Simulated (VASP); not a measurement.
WC (relaxed from the CsCl structure, space group Pm-3m): computed properties

Computed with r2SCAN meta-GGA, VASP's PBE PAW potentials (set 64) (plane waves; VASP).

For WC, the space group is Pm-3m (221). The cell is a = b = c = 2.720 Å, α = β = γ = 90.00°, the volume per atom comes out as 10.07 Å³/atom and the band gap (over mesh and band path) is none (metal, semimetal or under 0.01 eV). The band gap with spin-orbit coupling is none (metallic). The density is 16.15 g/cm³.

```xyz
2
Lattice="2.7203 0.0000 0.0000 0.0000 2.7203 0.0000 0.0000 0.0000 2.7203" Properties=species:S:1:pos:R:3 pbc="T T T"
W      0.0000     0.0000     0.0000
C      1.3602     1.3602     1.3602
```

Unless said otherwise, spin-orbit coupling is left out, though it shifts the bands of the heavy elements here.

The structure was generated: WC was put into the CsCl type (Pm-3m), which need not be its known phase. It was relaxed first, which changed the volume by -19 %. Symmetry was kept, so distortions that lower it aren't found.
